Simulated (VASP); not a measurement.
Given:

```
CaO
1.0
    0.00000     2.35543     2.35543
    2.35543     0.00000     2.35543
    2.35543     2.35543     0.00000
Ca O
1 1
Direct
  0.00000   0.00000   0.00000
  0.50000   0.50000   0.50000
```

Computed with PBE GGA, VASP's PBE PAW potentials (set 64) (plane waves; VASP 6.6.1). Settings: 620 eV cut-off, 10×10×10 Γ-centred mesh, Gaussian smearing of 0.050 eV, potentials Ca_sv O.

**Question.** Estimate the energy per atom (σ→0), pressure, band gap (on the k-mesh) with the smallest direct gap where there is one.

**Answer.** 
```json
{
  "band gap (on the k-mesh)": "3.61 eV",
  "smallest direct gap (on the k-mesh)": "3.97 eV",
  "energy per atom (σ→0)": "-6.371 eV/atom",
  "pressure": "9.98 GPa"
}
```

The absolute energy has meaning only against runs of the same code, potentials and settings.

The compound is CaO in the rock salt structure. It was relaxed first under an external pressure of 10 GPa.
